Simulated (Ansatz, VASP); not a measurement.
# Cross-check of TiGe (zincblende type (invented)) between VASP and Ansatz, part 2 of 2

Wanted: the spread between two codes on one cell, functional and k mesh. The cell is generated by rule, not measured, and may not be a known phase. The cell is taken from a series of runs on this material, whose earlier steps may have relaxed, scaled, displaced or heated it; both programs get it as it stands.

VASP 6.6.1 and Ansatz 0.2.0.

So far: The starting structure; VASP: relaxation of cell and atoms, LDA, pair 1; Ansatz: relaxation of cell and atoms, LDA, pair 1; Side by side.

## Step 5: VASP: relaxation of cell and atoms, LDA, pair 2

Level of this step: LDA; plane waves and PAW (Ti_sv, Ge_d); invented cell (VASP).

The relaxed volume is the usual yardstick between codes: in a stiff, nearly cubic crystal its relative difference is about their pressure difference at one cell divided by the bulk modulus.

INCAR reads:

```
SYSTEM = TiGe
PREC = Accurate
ENCUT = 500
EDIFF = 1E-07
NELM = 120
ISMEAR = 0
SIGMA = 0.01
LREAL = .FALSE.
ALGO = Normal
GGA = CA
NBANDS = 19
LASPH = .TRUE.
LORBIT = 11
LWAVE = .FALSE.
LCHARG = .FALSE.
ISIF = 3
IBRION = 2
NSW = 80
EDIFFG = -0.005
GGA_COMPAT = .FALSE.
NELMIN = 4
```

POSCAR reads:

```
TiGe
1.0
    0.0000000000      2.8467870000      2.8467870000
    2.8467870000      0.0000000000      2.8467870000
    2.8467870000      2.8467870000      0.0000000000
Ti Ge
1 1
Direct
    0.0000000000      0.0000000000      0.0000000000
    0.7500000878      0.7500000878      0.7500000878
```

KPOINTS reads:

```
Automatic mesh
0
Gamma
12 12 12
0 0 0
```

Potentials, in the order of the species: Ti_sv and Ge_d (LDA family, release 64).

The run is started by

```bash
> mpirun -np 1 vasp_std
```

Numbers of over 12 decimals in the logs are rounded to 6 here.

The program printed:

```text
[... set-up lines as in an earlier step ...]
 entering main loop
       N       E                     dE             d eps       ncg     rms          rms(c)
DAV:   1     0.220043646471E+03    0.22004E+03   -0.13391E+04  2882   0.283E+03
DAV:   2     0.125295503770E+02   -0.20751E+03   -0.20360E+03  2742   0.574E+02
DAV:   3    -0.137317438319E+02   -0.26261E+02   -0.25844E+02  3136   0.151E+02
DAV:   4    -0.154571954006E+02   -0.17255E+01   -0.17210E+01  4166   0.353E+01
[...]
DAV:  13    -0.127862850417E+02    0.40104E-05   -0.27186E-05  3266   0.499E-02    0.627E-03
DAV:  14    -0.127862848785E+02    0.16316E-06   -0.18001E-06  3231   0.146E-02    0.193E-03
DAV:  15    -0.127862848514E+02    0.27147E-07   -0.10303E-07  2161   0.304E-03
   1 F= -.12786285E+02 E0= -.12786285E+02  d E =-.127863E+02
[...]
N       E                     dE             d eps       ncg     rms          rms(c)
DAV:   1    -0.127933711666E+02   -0.70863E-02   -0.10808E-01  3599   0.483E+00    0.646E-01
[...]
DAV:   7    -0.127863607764E+02   -0.16551E-06   -0.55396E-06  3477   0.284E-02    0.193E-03
DAV:   8    -0.127863607660E+02    0.10384E-07   -0.35118E-07  3145   0.725E-03
   2 F= -.12786361E+02 E0= -.12786361E+02  d E =-.759146E-04
 trial-energy change:   -0.000076  1 .order   -0.000079   -0.000242    0.000085
 step:   0.7307(harm=  0.7402)  dis= 0.00000  next Energy=   -12.786372 (dE=-0.874E-04)
[...]
N       E                     dE             d eps       ncg     rms          rms(c)
DAV:   1    -0.127868815497E+02   -0.52077E-03   -0.78158E-03  3599   0.129E+00    0.173E-01
DAV:   2    -0.127865465910E+02    0.33496E-03   -0.26879E-03  3127   0.553E-01    0.767E-02
DAV:   3    -0.127863996729E+02    0.14692E-03   -0.62087E-04  3366   0.248E-01    0.371E-02
DAV:   4    -0.127863740162E+02    0.25657E-04   -0.11388E-04  4188   0.950E-02    0.162E-02
DAV:   5    -0.127863747350E+02   -0.71876E-06   -0.67948E-06  3553   0.300E-02    0.109E-02
DAV:   6    -0.127863758325E+02   -0.10975E-05   -0.70568E-06  4063   0.136E-02    0.436E-03
DAV:   7    -0.127863758490E+02   -0.16514E-07   -0.29795E-07  3091   0.619E-03
   3 F= -.12786376E+02 E0= -.12786376E+02  d E =-.909976E-04
[...]
reached required accuracy - stopping structural energy minimisation
```

OUTCAR, selected parts (step 5):

```text
  Total        0.0043291      0.0043291      0.0043291      0.0000000      0.0000000     -0.0000000
  in kB        0.1498608      0.1498608      0.1498608      0.0000000      0.0000000     -0.0000000
  external PRESSURE =       0.1498608 kB  Pullay stress =       0.0000000 kB

 POSITION                                       TOTAL-FORCE (eV/Angst)
 -----------------------------------------------------------------------------------
      0.00000      0.00000      0.00000         0.000000     -0.000000     -0.000000
      4.27453      4.27453      4.27453        -0.000000      0.000000      0.000000
 -----------------------------------------------------------------------------------
    total drift:                               -0.000296     -0.000296     -0.000296

  FREE ENERGIE OF THE ION-ELECTRON SYSTEM (eV)
  ---------------------------------------------------
  free  energy   TOTEN  =       -12.7863758490 eV

  energy  without entropy=      -12.7863758490  energy(sigma->0) =      -12.78637585

[... 2 parts as in an earlier step ...]

[... 2 further parts left out ...]
[key lines of the parts left out:]
E-fermi :   4.0862
```

## Step 6: Ansatz: relaxation of cell and atoms, LDA, pair 2

The same cell, functional (in two slightly different forms), mesh and smearing now go to Ansatz, which takes its cutoff from its data sets.

The cell is taken from a series of runs on this material, whose earlier steps may have relaxed, scaled, displaced or heated it; both programs get it as it stands.

input.yaml reads:

```yaml
crystal:
  lattice:
    - [0.0, 2.8467873282, 2.8467873282]
    - [2.8467873282, 0.0, 2.8467873282]
    - [2.8467873282, 2.8467873282, 0.0]
  atoms:
    - { symbol: Ti, position: [0.0, 0.0, 0.0] }
    - { symbol: Ge, position: [0.75, 0.75, 0.75] }
kpoints:
  mp_grid: { grid: [12, 12, 12] }
hamiltonian:
  xc: lda
scf:
  occupations: { method: gaussian, width: 0.01 }
output:
  forces: true
  stress: true
  eigenvalues: true
  write_density: true
  write_potential: true
  elf: true
  volumetric_format: npy
relax:
  adjacent_minimum: "off"
  f_tol: 0.005
  max_steps: 80
  cell: { stress_tol: 0.05 }
```

The run is started by

```bash
> ansatz run input.yaml --threads 2 --pin off --max-ram 5120MiB --backend cpu --events-out ev --progress --plain --runs-dir out
```

The program printed:

```text
[...]
Crystal: 2 atoms, lattice volume = 46.142 Å³
Basis set: ecut = 420 eV, 893 PW (Γ)
Bands: 17, of which v1, the nominal top of the filled ones, is band 13 counted from 1 (12 counted from 0)
Symmetry: 24 space group operations
[...]
k-points: 72 of 1728 (time reversal used)
[...]
k-point 71: bands = [... 9 lower, 0.5962, 5.6014, 6.2382, 7.4233, 7.8347, 8.7711, 9.2115, 9.7887]
--- Relaxed structure (2 steps of the walk, 2 accepted, 1 SCFs on fresh bases) ---
[...]
cell:  # Å, volume = 46.1893 Å³
    - [0, 2.847764, 2.847764]
    - [2.847764, 0, 2.847764]
    - [2.847764, 2.847764, 0]
  atoms:
    - { symbol: Ti, position: [0, 0, 0] }
    - { symbol: Ge, position: [0.750000, 0.750000, 0.750000] }
[key lines of the parts left out:]
SCF converged after 7 iterations
Free energy (F): -6665.069619 eV
Fermi energy:    7.697415 eV
P = ⅓ Tr σ = 0.0093 GPa (0.093 kbar)
```

## Step 7: Side by side

The two programs side by side:

| quantity | Ansatz | VASP | difference |
| --- | --- | --- | --- |
| volume (Å³) | 46.19 | 46.28 | -0.20 % |
| edge a after relaxation, in the typed setting (Å) | 4.027 | 4.030 | -0.07 % |

## Step 8: Results

```
difference in volume (relaxation of cell and atoms, LDA, pair 1) : -0.20 %
difference in volume (relaxation of cell and atoms, LDA, pair 2) : -0.20 %
```

The difference in volume is -0.20 % (relaxation of cell and atoms, LDA, pair 2), within the 1.2 % picked in this series as the mark of a large difference, as far as the stopping tolerances let one tell. 1 further run of this series is not shown here. Such differences can come from data sets, numerical settings and the points named under the comparisons, not from the functional's error against experiment.

[Lines on the potential files, build, host, timing and source positions are cut from VASP's logs without a mark.]

[Logs are printed without paths, hosts, clocks, repeated set-up lines and the standing remarks that a program may print on its own settings, such as how far it seeks lower states.]

[Hosts, paths, dates, database ids (printed as entryN), source tags and the programs' standing remarks are cut or masked in the printed files.]
